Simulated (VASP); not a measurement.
GeSe (space group Pnma): computed properties

Level of theory: PBEsol GGA, VASP's PBE PAW potentials (set 64) (plane waves; VASP).

space group: Pnma (62)
cell: a = 10.7625 Å, b = 3.8799 Å, c = 4.2116 Å, α = β = γ = 90.00°
volume per atom: 21.98 Å³/atom
band gap (over mesh and band path): 0.32 eV
smallest direct gap (over mesh and band path): 0.72 eV
density: 5.73 g/cm³

Space group Pnma (No. 62); a = 10.7625 Å, b = 3.8799 Å, c = 4.2116 Å, α = β = γ = 90.00°

| atom | site | symmetry | x | y | z |
|---|---|---|---|---|---|
| Ge | 4c | .m. | 0.1211 | 0.2500 | 0.1000 |
| Se | 4c | .m. | 0.3559 | 0.2500 | 0.0044 |

Without a dispersion term in the relaxation, distances and binding between the weakly bound layers, chains or molecules are unreliable, and so is what depends on them.

The structure comes from a computed database's GeSe entry (Pnma); how it stands against other phases isn't given here. It was relaxed first, which changed the volume by -12 %. Symmetry was kept, so distortions that lower it aren't found.
